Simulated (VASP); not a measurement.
OSZICAR of a VASP run on Pt₃₂S₆₄:

OSZICAR:
```
       N       E                     dE             d eps       ncg     rms          rms(c)
DAV:   1     0.570713572380E+04    0.57071E+04   -0.30624E+05   844   0.128E+03
DAV:   2     0.130587082100E+03   -0.55765E+04   -0.52770E+04  1152   0.299E+02
DAV:   3    -0.494737619413E+03   -0.62532E+03   -0.57973E+03   944   0.965E+01
DAV:   4    -0.524316585086E+03   -0.29579E+02   -0.29011E+02  1032   0.215E+01
DAV:   5    -0.525156422465E+03   -0.83984E+00   -0.83760E+00  1016   0.368E+00    0.806E+01
RMM:   6    -0.492997794566E+03    0.32159E+02   -0.27203E+02   844   0.200E+01    0.539E+01
RMM:   7    -0.483025786136E+03    0.99720E+01   -0.29352E+01   844   0.803E+00    0.259E+01
RMM:   8    -0.482676413912E+03    0.34937E+00   -0.34355E+00   845   0.234E+00    0.536E+00
RMM:   9    -0.482489136296E+03    0.18728E+00   -0.10853E+00   845   0.143E+00    0.123E+00
RMM:  10    -0.482499771028E+03   -0.10635E-01   -0.19217E-01   855   0.641E-01    0.499E-01
RMM:  11    -0.482507938918E+03   -0.81679E-02   -0.78390E-02   959   0.317E-01    0.385E-01
RMM:  12    -0.482508723423E+03   -0.78451E-03   -0.89738E-03  1028   0.112E-01    0.403E-01
RMM:  13    -0.482509187630E+03   -0.46421E-03   -0.15382E-03   946   0.419E-02    0.537E-01
RMM:  14    -0.482508227529E+03    0.96010E-03   -0.58578E-03   940   0.766E-02    0.582E-01
RMM:  15    -0.482508288259E+03   -0.60730E-04   -0.66536E-04   898   0.304E-02    0.556E-01
RMM:  16    -0.482508306989E+03   -0.18731E-04   -0.17091E-04   828   0.134E-02    0.563E-01
RMM:  17    -0.482508306716E+03    0.27314E-06   -0.21745E-05   533   0.569E-03
   1 F= -.48250831E+03 E0= -.48250831E+03  d E =-.482508E+03
       N       E                     dE             d eps       ncg     rms          rms(c)
DAV:   1    -0.488471044507E+03   -0.59627E+01   -0.56756E+02   916   0.271E+01    0.279E+01
RMM:   2    -0.490440639851E+03   -0.19696E+01   -0.26344E+01   845   0.709E+00    0.492E+00
RMM:   3    -0.491064309746E+03   -0.62367E+00   -0.63032E+00   899   0.328E+00    0.634E+00
RMM:   4    -0.491063825348E+03    0.48440E-03   -0.70314E-01   859   0.131E+00    0.396E+00
RMM:   5    -0.491085995007E+03   -0.22170E-01   -0.58997E-01   846   0.874E-01    0.179E+00
RMM:   6    -0.491054153944E+03    0.31841E-01   -0.63740E-02   858   0.384E-01    0.610E-01
RMM:   7    -0.491047076643E+03    0.70773E-02   -0.45476E-02   853   0.229E-01    0.258E-01
RMM:   8    -0.491047883406E+03   -0.80676E-03   -0.14132E-02   980   0.133E-01    0.107E-01
RMM:   9    -0.491048000047E+03   -0.11664E-03   -0.12164E-03   915   0.476E-02    0.105E-01
RMM:  10    -0.491047924880E+03    0.75168E-04   -0.32565E-04   844   0.241E-02    0.501E-02
RMM:  11    -0.491047931238E+03   -0.63579E-05   -0.76144E-05   737   0.121E-02
   2 F= -.49104793E+03 E0= -.49104793E+03  d E =-.853962E+01
       N       E                     dE             d eps       ncg     rms          rms(c)
DAV:   1    -0.491485184699E+03   -0.43726E+00   -0.52154E+02   892   0.262E+01    0.262E+01
RMM:   2    -0.493296324264E+03   -0.18111E+01   -0.24611E+01   845   0.682E+00    0.543E+00
RMM:   3    -0.493913758842E+03   -0.61743E+00   -0.62002E+00   903   0.319E+00    0.593E+00
RMM:   4    -0.493888534730E+03    0.25224E-01   -0.60870E-01   851   0.128E+00    0.257E+00
RMM:   5    -0.493906464910E+03   -0.17930E-01   -0.28743E-01   845   0.720E-01    0.928E-01
RMM:   6    -0.493898141887E+03    0.83230E-02   -0.44806E-02   878   0.327E-01    0.368E-01
RMM:   7    -0.493896070618E+03    0.20713E-02   -0.27888E-02   852   0.193E-01    0.119E-01
RMM:   8    -0.493896637723E+03   -0.56711E-03   -0.56857E-03  1010   0.975E-02    0.857E-02
RMM:   9    -0.493896688437E+03   -0.50714E-04   -0.84476E-04   945   0.360E-02    0.728E-02
RMM:  10    -0.493896660539E+03    0.27898E-04   -0.14527E-04   811   0.141E-02    0.353E-02
RMM:  11    -0.493896664356E+03   -0.38177E-05   -0.35703E-05   581   0.768E-03
   3 F= -.49389666E+03 E0= -.49389666E+03  d E =-.113884E+02
```

Which electronic solver shows in the log?

It is blocked Davidson (ALGO = Normal, or the opening steps of other solvers) and then RMM-DIIS (ALGO = Fast or VeryFast). The INCAR had ALGO = Fast.

Can the final energy be trusted as converged?

The run converged. It stopped with EDIFF = 1E-5, NELM = 100, NSW = 20 and EDIFFG = -0.03 after 3 ionic steps (PBE GGA, plane waves, VASP's PBE PAW potentials (set 64)). The supercell is sampled at Γ alone, which is coarse: total energies, pressure and levels can be off, energies of defects by several tenths of an eV.

The cell is a supercell, built from a database entry that may be metastable or hypothetical.
